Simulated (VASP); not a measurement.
Mo:

```
Mo
1.0
    -1.57342    1.57342    1.57342
     1.57342   -1.57342    1.57342
     1.57342    1.57342   -1.57342
Mo
1
Direct
  0.00000 0.00000 0.00000
```

```yaml
Program: VASP 6.6.1
Task: relaxation of cell and atoms
Functional: PBE
Potentials_or_basis: VASP PAW PBE potentials, release 64 (Mo_sv)
Cutoff: 700 eV
k_mesh: 18 × 18 × 18
Occupations: gaussian, width 0.1 eV
Spin: no spin polarisation
```

At the start: pressure 4.0 GPa; volume 15.58 Å³/atom.

**Question.** Where does the relaxation end?

**Answer.** Over 7 steps the energy falls by 2.9 meV/atom and the volume is 15.81 Å³/atom (+1.5 %); space group Im-3m (No. 229, to 0.05 Å).

The path:
```
step  energy change (eV)  largest force (eV/Å)  pressure (GPa)  volume (Å³)
   1              0.0000                0.0000            4.00        15.58
   2              0.0179                0.0000           -9.73        16.47
   3             -0.0029                0.0000           -0.06        15.82
   4             -0.0029                0.0000            0.02        15.81
   5             -0.0029                0.0000            0.02        15.81
   6             -0.0029                0.0000            0.02        15.81
   7             -0.0029                0.0000            0.02        15.81
```

Final structure:
```
Mo
1.0
    -1.58119    1.58119    1.58119
     1.58119   -1.58119    1.58119
     1.58119    1.58119   -1.58119
Mo
1
Direct
  0.00000 0.00000 0.00000
```
